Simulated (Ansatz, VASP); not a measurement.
One calculation of MgC2, two programs

INCAR

```
ALGO     = Fast           # electronic algorithm
EDIFF    = 1E-6           # SCF threshold, eV
EDIFFG   = -0.01          # ionic threshold
ENCUT    = 600            # plane-wave cutoff, eV
GGA      = PE             # functional
IBRION   = 2              # ionic algorithm
ISIF     = 3              # what is computed and relaxed
ISMEAR   = 0              # smearing method
LASPH    = True           # aspherical terms in the spheres
LCHARG   = False          # write CHGCAR
LREAL    = False          # projectors in reciprocal space
LWAVE    = False          # write WAVECAR
NELM     = 60             # most SCF steps
NSW      = 100            # ionic steps
PREC     = Accurate       # precision mode
SIGMA    = 0.1            # smearing width, eV
```

The input KPOINTS:

```
k-points
0
Gamma
  16 16 16
```

Contents of POSCAR:

```
MgC2
1.0
    0.0000000000      2.5587017959      2.5587017959
    2.5587017959      0.0000000000      2.5587017959
    2.5587017959      2.5587017959      0.0000000000
Mg C
1 2
Direct
    0.5000000000      0.5000000000      0.5000000000
    0.7500000000      0.7500000000      0.7500000000
    0.2500000000      0.2500000000      0.2500000000
```

Input for Ansatz:

```yaml
crystal:
  lattice:
    - [0.0, 2.5587017959, 2.5587017959]
    - [2.5587017959, 0.0, 2.5587017959]
    - [2.5587017959, 2.5587017959, 0.0]
  atoms:
    - { symbol: Mg, position: [0.5, 0.5, 0.5] }
    - { symbol: C, position: [0.75, 0.75, 0.75] }
    - { symbol: C, position: [0.25, 0.25, 0.25] }
basis:
  ecutwfc: 420
kpoints:
  mp_grid: { grid: [16, 16, 16] }
hamiltonian:
  xc: pbe
scf:
  occupations: { method: gaussian, width: 0.1 }
output:
  forces: true
  stress: true
  eigenvalues: true
  write_density: true
  write_potential: true
  elf: true
  volumetric_format: npy
relax:
  adjacent_minimum: "off"
  f_tol: 0.01
  max_steps: 80
  cell: { stress_tol: 0.05 }
```

Alike in both runs: task relaxation of cell and atoms; functional PBE; k mesh 16 × 16 × 16; occupations gaussian, width 0.1 eV; no spin polarisation.

```csv
,VASP,Ansatz
version,VASP 6.6.1,Ansatz 0.2.0
potentials or method,"VASP PAW PBE potentials, release 64 (Mg, C)","scalar-relativistic, plane waves, PAW"
plane-wave cutoff (eV),600,420
valence electrons in the cell,10,18
```

Ansatz gave:

| Property | Result |
| --- | --- |
| gap on the k mesh at the Fermi level, each at its own relaxed structure (eV) | none |
| relaxed volume (Å³/atom) | 11.07 |
| relaxed cell length with the largest relative difference (Å) | 3.608 |

**Question.** Which values does VASP return?

**Answer.** gap on the k mesh at the Fermi level, each at its own relaxed structure (eV): none; relaxed volume (Å³/atom): 11.05; relaxed cell length with the largest relative difference (Å): 3.606.

A gap of «none» marks a metal or a gap that the smearing closes. The two sets of potentials don't hold the same shells in valence.
